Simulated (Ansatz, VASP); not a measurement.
Two plane-wave programs on WAu

Contents of INCAR:

```
SYSTEM = WAu
ALGO     = Normal         ! electronic algorithm
EDIFF    = 1E-7           ! SCF threshold, eV
ENCUT    = 520            ! plane-wave cutoff, eV
GGA      = PE             ! functional
ISIF     = 2              ! what is computed and relaxed
ISMEAR   = -1             ! smearing method
LASPH    = .True.         ! aspherical terms in the spheres
LCHARG   = .False.        ! write CHGCAR
LREAL    = .False.        ! projectors in reciprocal space
LWAVE    = .False.        ! write WAVECAR
NBANDS   = 20             ! bands
NELM     = 80             ! most SCF steps
PREC     = Accurate       ! precision mode
SIGMA    = 0.05           ! smearing width, eV
```

Contents of KPOINTS:

```
k-points
0
Gamma
  8 8 8
  0 0 0
```

Contents of POSCAR:

```
WAu
1.0
    0.0000000000      2.9284768529      2.9284768529
    2.9284768529      0.0000000000      2.9284768529
    2.9284768529      2.9284768529      0.0000000000
W Au
1 1
Direct
    0.0000000000      0.0000000000      0.0000000000
    0.7500000000      0.7500000000      0.7500000000
```

input.yaml

```yaml
crystal:
  lattice:
    - [0.0, 2.9284768529, 2.9284768529]
    - [2.9284768529, 0.0, 2.9284768529]
    - [2.9284768529, 2.9284768529, 0.0]
  atoms:
    - { symbol: W, position: [0.0, 0.0, 0.0] }
    - { symbol: Au, position: [0.75, 0.75, 0.75] }
hamiltonian:
  xc: pbe
  pseudopotentials: { kind: paw }
kpoints:
  mp_grid: { grid: [8, 8, 8] }
scf:
  occupations: { method: fermi_dirac, width: 0.05 }
output:
  forces: true
  stress: true
  eigenvalues: true
  write_density: true
  write_potential: true
  elf: true
  volumetric_format: npy
```

Change from the starting cell: volume scaled by 1.02.

Alike in both runs: task single point; functional PBE; k mesh 8 × 8 × 8; occupations fermi-dirac, width 0.05 eV; no spin polarisation.

|  | VASP | Ansatz |
| --- | --- | --- |
| version | VASP 6.6.1 | Ansatz 0.2.0 |
| potentials or method | VASP PAW PBE potentials, release 64 (W_sv, Au) | Ansatz PAW |
| plane-wave cutoff (eV) | 520 | 420 |
| valence electrons in the cell | 25 | 33 |

|  | VASP | Ansatz | Ansatz less VASP |
| --- | --- | --- | --- |
| gap on the k mesh at the Fermi level (eV) | none | none | - |
| pressure (GPa) | -2.3 | -2.4 | -0.02 |

A gap of «none» marks a metal or a gap that the smearing closes. The two sets of potentials don't hold the same shells in valence.

The runs have no spin-orbit coupling, so splittings on Au, W are missing.
